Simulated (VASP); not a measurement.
Output of a VASP run:

OSZICAR:
```
...
   9 F= -.40402809E+02 E0= -.40389587E+02  d E =-.263857E-02
       N       E                     dE             d eps       ncg     rms          rms(c)
DAV:   1    -0.404036983376E+02   -0.88860E-03   -0.61055E-02  2977   0.151E+00    0.253E-01
DAV:   2    -0.404031507400E+02    0.54760E-03   -0.22151E-03  3533   0.271E-01    0.108E-01
DAV:   3    -0.404028735955E+02    0.27714E-03   -0.58432E-04  3602   0.152E-01    0.234E-02
DAV:   4    -0.404028649054E+02    0.86901E-05   -0.43900E-05  3628   0.418E-02    0.175E-02
DAV:   5    -0.404028646189E+02    0.28651E-06   -0.15571E-06  2578   0.658E-03
  10 F= -.40402865E+02 E0= -.40390066E+02  d E =-.269387E-02
       N       E                     dE             d eps       ncg     rms          rms(c)
DAV:   1    -0.404061143474E+02   -0.32494E-02   -0.17121E-01  3033   0.251E+00    0.409E-01
DAV:   2    -0.404042206135E+02    0.18937E-02   -0.60112E-03  3531   0.458E-01    0.193E-01
DAV:   3    -0.404033109988E+02    0.90961E-03   -0.21563E-03  3932   0.288E-01    0.664E-02
DAV:   4    -0.404033007599E+02    0.10239E-04   -0.15326E-04  4170   0.692E-02    0.577E-02
DAV:   5    -0.404032964356E+02    0.43243E-05   -0.25572E-05  3675   0.255E-02    0.125E-02
DAV:   6    -0.404032937269E+02    0.27087E-05   -0.68464E-06  3578   0.160E-02    0.638E-03
DAV:   7    -0.404032936660E+02    0.60861E-07   -0.77956E-07  2249   0.496E-03
  11 F= -.40403294E+02 E0= -.40391180E+02  d E =-.429047E-03
       N       E                     dE             d eps       ncg     rms          rms(c)
DAV:   1    -0.404034697717E+02   -0.17604E-03   -0.86087E-03  3054   0.562E-01    0.923E-02
DAV:   2    -0.404033743471E+02    0.95425E-04   -0.30264E-04  3503   0.103E-01    0.435E-02
DAV:   3    -0.404033281787E+02    0.46168E-04   -0.10848E-04  3932   0.646E-02    0.147E-02
DAV:   4    -0.404033277861E+02    0.39253E-06   -0.75923E-06  3751   0.155E-02
  12 F= -.40403328E+02 E0= -.40391054E+02  d E =-.463167E-03
       N       E                     dE             d eps       ncg     rms          rms(c)
DAV:   1    -0.404033329981E+02   -0.48195E-05   -0.74670E-05  3264   0.523E-02    0.101E-02
DAV:   2    -0.404033314129E+02    0.15853E-05   -0.27456E-06  2747   0.102E-02    0.544E-03
DAV:   3    -0.404033307945E+02    0.61840E-06   -0.19062E-06  2094   0.904E-03
  13 F= -.40403331E+02 E0= -.40391041E+02  d E =-.466176E-03
       N       E                     dE             d eps       ncg     rms          rms(c)
DAV:   1    -0.404034180912E+02   -0.86678E-04   -0.15077E-02  2802   0.836E-01    0.927E-02
DAV:   2    -0.404034469599E+02   -0.28869E-04   -0.98208E-04  3565   0.187E-01    0.440E-02
DAV:   3    -0.404034226786E+02    0.24281E-04   -0.87067E-05  3929   0.546E-02    0.147E-02
DAV:   4    -0.404034219746E+02    0.70399E-06   -0.91672E-06  3817   0.184E-02
  14 F= -.40403422E+02 E0= -.40391120E+02  d E =-.911801E-04
       N       E                     dE             d eps       ncg     rms          rms(c)
DAV:   1    -0.404034350932E+02   -0.12415E-04   -0.67467E-03  2816   0.560E-01    0.622E-02
DAV:   2    -0.404034477197E+02   -0.12626E-04   -0.43844E-04  3579   0.125E-01    0.295E-02
DAV:   3    -0.404034370262E+02    0.10693E-04   -0.39604E-05  4004   0.366E-02    0.101E-02
DAV:   4    -0.404034368583E+02    0.16792E-06   -0.38933E-06  3193   0.124E-02
  15 F= -.40403437E+02 E0= -.40391127E+02  d E =-.106064E-03
```

File OUTCAR:
```
------------------------ aborting loop because EDIFF is reached ----------------------------------------
  FORCE on cell =-STRESS in cart. coord.  units (eV):
  Direction    XX          YY          ZZ          XY          YZ          ZX
  --------------------------------------------------------------------------------------
  Total       -0.0032524      0.0452721      0.0339992      0.0000000      0.0000000     -0.0002158
  in kB       -0.0464555      0.6466458      0.4856289      0.0000000      0.0000000     -0.0030827
  external PRESSURE =       0.3619398 kB  Pullay stress =       0.0000000 kB
  volume of cell :      112.17
      direct lattice vectors                 reciprocal lattice vectors
     2.754072178 -2.756086844 -0.023675482     0.182122566 -0.181416635  0.066680414
     2.754072178  2.756086844 -0.023675482     0.182122566  0.181416635  0.066680414
    -2.713816453  0.000000000  7.412179715     0.001163447  0.000000000  0.135339053
 POSITION                                       TOTAL-FORCE (eV/Angst)
 -----------------------------------------------------------------------------------
      0.71871     -0.68463      5.53546        -0.000000     -0.007192      0.000000
      2.07562      0.68463      1.82937         0.000000      0.007192      0.000000
      0.70690      2.07405      4.33409        -0.003622     -0.005307     -0.004504
      2.08743     -2.07405      3.03074         0.003622      0.005307      0.004504
      0.73052      2.07405      6.73683         0.003622     -0.005307      0.004504
      2.06380     -2.07405      0.62800        -0.003622      0.005307     -0.004504
 -----------------------------------------------------------------------------------
    total drift:                                0.000000     -0.000000     -0.000000
  FREE ENERGIE OF THE ION-ELECTRON SYSTEM (eV)
  ---------------------------------------------------
  free  energy   TOTEN  =       -40.4034368583 eV

  energy  without entropy=      -40.3788163275  energy(sigma->0) =      -40.39112659

 reached required accuracy - stopping structural energy minimisation
```
(Selected blocks of OUTCAR.)

### POSCAR
```
YSi2
1
    2.7946040000    -2.7934050000     0.0000000000
    2.7946040000     2.7934050000     0.0000000000
   -2.6914060000     0.0000000000     7.2819870000
Y Si
2 4
Direct
  0.6255400000   0.3744600000   0.7500000000
  0.3744600000   0.6255400000   0.2500000000
  0.0429900000   0.7914100000   0.5851300000
  0.9570100000   0.2085900000   0.4148700000
  0.2085900000   0.9570100000   0.9148700000
  0.7914100000   0.0429900000   0.0851300000
```

**Question.** Reconstruct the remaining input files.

**Answer.** One answer among several that fit: the input of the run itself, PBEsol GGA, plane waves, VASP's PBE PAW potentials (set 64).

INCAR:
```
SYSTEM  =  YSi2
PREC  =  Accurate; ENCUT  =  300; LREAL  =  .FALSE.
LASPH  =  .TRUE.
EDIFF  =  1E-6; NELM  =  100; ALGO  =  Normal
LMAXMIX  =  4
ISMEAR  =  0; SIGMA  =  0.136
GGA  =  PS
IBRION  =  2; NSW  =  50; ISIF  =  3
EDIFFG  =  -0.01
LWAVE  =  .FALSE.; LCHARG  =  .FALSE.
```

File KPOINTS:
```
Automatic mesh
0
Gamma
  7 7 4
0 0 0
```

POTCAR, in this order: Y_sv Si (PBE.64 set). Program: vasp_std.

At this cut-off the stress carries a Pulay error, which pulls relaxed volumes low.

The structure comes from a computed database's YSi2 entry; how it stands against other phases isn't given here. This run relaxes it. Symmetry was kept, so distortions that lower it aren't found. The run is one of a series of settings (EDIFFG = -0.01, IBRION = 2, ISIF = 3, NSW = 50 against the base run), some of them coarse on purpose.
